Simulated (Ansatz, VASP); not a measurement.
# One calculation of TeP2, two programs

```
Te P
1.0
     4.17133    0.00000    0.00000
    -2.08566    3.61247    0.00000
     0.00000    0.00000    5.25085
Te P
1 2
Direct
  0.00000 0.00000 0.00000
  0.66667 0.33333 0.69709
  0.66667 0.33333 0.30291
```

Alike in both runs: functional PBE; k mesh 12 × 12 × 10; occupations gaussian, width 0.1 eV; no spin polarisation.

Ansatz relaxed the structure, and its values are those at the end. VASP's run is a single point on that final structure, the one shown.

|  | VASP | Ansatz |
| --- | --- | --- |
| version | VASP 6.6.1 | Ansatz 0.2.0 |
| potentials or method | VASP PAW PBE potentials, release 64 (Te, P) | scalar-relativistic, plane waves, PAW |
| plane-wave cutoff (eV) | 520 | 420 |
| valence electrons in the cell | 16 | 26 |

Ansatz gave:

| Item | Value |
| --- | --- |
| gap on the k mesh at the Fermi level (eV) | none |
| pressure (GPa) | 0.0 |
| rms of the force components (eV/Å) | 0.004 |

Question: What did VASP give for the same quantities?

Answer: gap on the k mesh at the Fermi level (eV): none; pressure (GPa): -0.2; rms of the force components (eV/Å): 0.025.

A gap of «none» marks a metal or a gap that the smearing closes. The two sets of potentials don't hold the same shells in valence.

The runs have no spin-orbit coupling, so splittings on Te are missing.
